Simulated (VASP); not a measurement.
```
CELL_PARAMETERS angstrom
      0.00000     3.14422     3.14422
      3.14422     0.00000     3.14422
      3.14422     3.14422     0.00000
ATOMIC_POSITIONS crystal
  Ba 0.00000 0.00000 0.00000
  F  0.25000 0.25000 0.25000
  F  0.75000 0.75000 0.75000
```

The numbers are results of PBE0 hybrid, VASP's PBE PAW potentials (set 64) (plane waves; VASP), not measurements. Settings: 520 eV cut-off, 4×4×4 Γ-centred mesh, Gaussian smearing of 0.050 eV, potentials Ba_sv F.

Unless said otherwise, spin-orbit coupling is left out, though it shifts the bands of the heavy elements here.

### Question
What does the run give for the energy per atom (σ→0), pressure, band gap (over the mesh, the named points and PBE's band edges) with the smallest direct gap where there is one?

### Answer

- band gap (over the mesh, the named points and PBE's band edges) = 9.26 eV
- smallest direct gap (over the mesh, the named points and PBE's band edges) = 9.33 eV
- energy per atom (σ→0) = -7.033 eV/atom
- pressure = -1.33 GPa

Only differences to runs with the same potentials and settings are physical.

The compound is BaF2 in the fluorite structure. It was relaxed first. The k-mesh is coarse (spacing up to 0.43 per Å, 2π included), so the numbers may not be converged in it.
